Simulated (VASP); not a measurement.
A run of VASP 6.6.1 is set up as follows.

Contents of INCAR:

```
ALGO     = Normal         # electronic algorithm
EDIFF    = 1E-7           # SCF threshold, eV
EDIFFG   = -0.01          # ionic threshold
ENCUT    = 600            # plane-wave cutoff, eV
GGA      = PS             # functional
IBRION   = 2              # ionic algorithm
ISIF     = 2              # what is computed and relaxed
ISMEAR   = 0              # smearing method
LASPH    = T              # aspherical terms in the spheres
LCHARG   = F              # write CHGCAR
LREAL    = F              # projectors in reciprocal space
LWAVE    = F              # write WAVECAR
NELM     = 80             # most SCF steps
NSW      = 40             # ionic steps
PREC     = Accurate       # precision mode
SIGMA    = 0.03           # smearing width, eV
```

The input KPOINTS:

```
k-points
0
Gamma
  10 10 10
```

File POSCAR:

```
NaF                                     
1.0
    0.0000000000      2.2985319913      2.2985319913
    2.2985319913      0.0000000000      2.2985319913
    2.2985319913      2.2985319913      0.0000000000
  Na              F             
     1     1
Direct
     0.0000000000000000    0.0000000000000000    0.0000000000000000
     0.5000000000000000    0.5000000000000000    0.5000000000000000
```

Potentials or basis: VASP PAW PBE potentials, release 64 (Na_pv, F).

The run is started by

```sh
$ cat potpaw_PBE.64/Na_pv/POTCAR potpaw_PBE.64/F/POTCAR > POTCAR
$ mpirun -np 1 vasp_std > vasp.out
```

(1) Predict the band gap on the k mesh.

Results:

(1) 6.29 eV, direct.

Caveat: the relaxation stopped at its first step, so nothing moved.
